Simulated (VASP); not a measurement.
```
Y
1.0
    1.77521    -3.07476     0.00000
    1.77521     3.07476     0.00000
    0.00000     0.00000     5.46912
Y
2
Direct
  0.33333   0.66667   0.25000
  0.66667   0.33333   0.75000
```

The numbers are results of LDA (Ceperley-Alder, Perdew-Zunger) with spin-orbit coupling, VASP's LDA PAW potentials (set 64) (plane waves; VASP), not measurements. Settings: 400 eV cut-off, 11×11×6 Γ-centred mesh, Gaussian smearing of 0.050 eV, potentials Y_sv.

Problem. Give the energies of bands 17 to 29 at the high-symmetry points, in eV from the Fermi level.

Solution. 
```json
[
 {"band": "17", "Γ": "-4.85", "M": "-1.77", "K": "-0.97", "A": "-3.25", "L": "-1.85", "H": "-0.52"},
 {"band": "18", "Γ": "-4.85", "M": "-1.77", "K": "-0.97", "A": "-3.25", "L": "-1.85", "H": "-0.52"},
 {"band": "19", "Γ": "-2.05", "M": "-1.44", "K": "-0.75", "A": "-3.25", "L": "-1.85", "H": "-0.51"},
 {"band": "20", "Γ": "-2.05", "M": "-1.44", "K": "-0.75", "A": "-3.25", "L": "-1.85", "H": "-0.51"},
 {"band": "21", "Γ": "1.39", "M": "-0.98", "K": "-0.67", "A": "1.01", "L": "0.02", "H": "-0.48"},
 {"band": "22", "Γ": "1.39", "M": "-0.98", "K": "-0.67", "A": "1.01", "L": "0.02", "H": "-0.48"},
 {"band": "23", "Γ": "1.66", "M": "0.03", "K": "-0.47", "A": "1.01", "L": "0.02", "H": "-0.42"},
 {"band": "24", "Γ": "1.66", "M": "0.03", "K": "-0.47", "A": "1.01", "L": "0.02", "H": "-0.42"},
 {"band": "25", "Γ": "1.73", "M": "1.33", "K": "1.12", "A": "1.55", "L": "1.66", "H": "0.49"},
 {"band": "26", "Γ": "1.73", "M": "1.33", "K": "1.12", "A": "1.55", "L": "1.66", "H": "0.49"},
 {"band": "27", "Γ": "2.21", "M": "1.59", "K": "1.14", "A": "1.55", "L": "1.66", "H": "0.56"},
 {"band": "28", "Γ": "2.21", "M": "1.59", "K": "1.14", "A": "1.55", "L": "1.66", "H": "0.56"},
 {"band": "29", "Γ": "2.37", "M": "2.28", "K": "2.54", "A": "1.60", "L": "2.84", "H": "2.85"}
]
```

It has no gap at this level: it comes out as a metal or semimetal.

The compound is Y in the hcp structure. It was relaxed first, which changed the volume by -10 %.
